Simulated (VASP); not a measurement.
Level of theory: PBE GGA, VASP's PBE PAW potentials (set 64) (plane waves; VASP).

Input for VASP

KPOINTS:
```
Automatic mesh
0
Gamma
9 9 9
0 0 0
```

### POSCAR
```
NaCl
1
    0.0000000000     2.8422154509     2.8422154509
    2.8422154509     0.0000000000     2.8422154509
    2.8422154509     2.8422154509     0.0000000000
Na Cl
1 1
Direct
  0.0000000000   0.0000000000   0.0000000000
  0.5000000000   0.5000000000   0.5000000000
```

INCAR:
```
! general
SYSTEM = NaCl
PREC   = Normal
ENCUT  = 400   ! plane-wave cut-off (eV)
LREAL  = F
LASPH  = T   ! aspherical one-centre terms

! electronic loop
EDIFF  = 1E-5   ! SCF stop (eV)
NELM   = 100
NELMIN = 4
ALGO   = Fast   ! Davidson, then RMM-DIIS

! smearing
ISMEAR = 0   ! Gaussian
SIGMA  = 0.05   ! width (eV)

! functional
GGA    = PE   ! PBE

! ions
IBRION = 2   ! conjugate gradients
NSW    = 20   ! most ionic steps
ISIF   = 2   ! forces and stress, cell fixed
EDIFFG = -0.03   ! ionic stop

! output
LWAVE  = F
LCHARG = F
```

POTCAR, in this order: Na_pv Cl (PBE.64 set). Program: vasp_std.

The run wrote:

**OSZICAR**
```
       N       E                     dE             d eps       ncg     rms          rms(c)
DAV:   1     0.838241187657E+02    0.83824E+02   -0.65017E+03   795   0.105E+03
DAV:   2    -0.364431036053E+00   -0.84189E+02   -0.78359E+02   921   0.253E+02
DAV:   3    -0.685057729960E+01   -0.64861E+01   -0.64518E+01   935   0.720E+01
DAV:   4    -0.697758862030E+01   -0.12701E+00   -0.12691E+00   865   0.110E+01
DAV:   5    -0.698076041095E+01   -0.31718E-02   -0.31716E-02   981   0.169E+00    0.211E+00
RMM:   6    -0.678236176463E+01    0.19840E+00   -0.29415E-01   780   0.296E+00    0.149E+00
RMM:   7    -0.677301522023E+01    0.93465E-02   -0.17035E-01   772   0.215E+00    0.111E+00
RMM:   8    -0.678016253039E+01   -0.71473E-02   -0.15702E-02   816   0.141E+00    0.501E-01
RMM:   9    -0.677787271170E+01    0.22898E-02   -0.24784E-03   884   0.509E-01    0.238E-01
RMM:  10    -0.677774154646E+01    0.13117E-03   -0.13145E-03   821   0.271E-01    0.414E-02
RMM:  11    -0.677780658321E+01   -0.65037E-04   -0.45804E-04   827   0.168E-01    0.602E-02
RMM:  12    -0.677780122096E+01    0.53622E-05   -0.46090E-05   746   0.733E-02
   1 F= -.67778012E+01 E0= -.67778012E+01  d E =-.677780E+01
```

**OUTCAR**
```
------------------------ aborting loop because EDIFF is reached ----------------------------------------
  FORCE on cell =-STRESS in cart. coord.  units (eV):
  Direction    XX          YY          ZZ          XY          YZ          ZX
  --------------------------------------------------------------------------------------
  Total       -0.0698877     -0.0698877     -0.0698877      0.0000000     -0.0000000      0.0000000
  in kB       -2.4384291     -2.4384291     -2.4384291      0.0000000     -0.0000000      0.0000000
  external PRESSURE =      -2.4384291 kB  Pullay stress =       0.0000000 kB
  volume of cell :       45.92
      direct lattice vectors                 reciprocal lattice vectors
     0.000000000  2.842215451  2.842215451    -0.175919106  0.175919106  0.175919106
     2.842215451  0.000000000  2.842215451     0.175919106 -0.175919106  0.175919106
     2.842215451  2.842215451  0.000000000     0.175919106  0.175919106 -0.175919106
  FREE ENERGIE OF THE ION-ELECTRON SYSTEM (eV)
  ---------------------------------------------------
  free  energy   TOTEN  =        -6.7778012210 eV

  energy  without entropy=       -6.7778012210  energy(sigma->0) =       -6.77780122

 reached required accuracy - stopping structural energy minimisation
```
(Selected blocks of OUTCAR.)

The compound is NaCl in the rock salt structure. It was relaxed first.
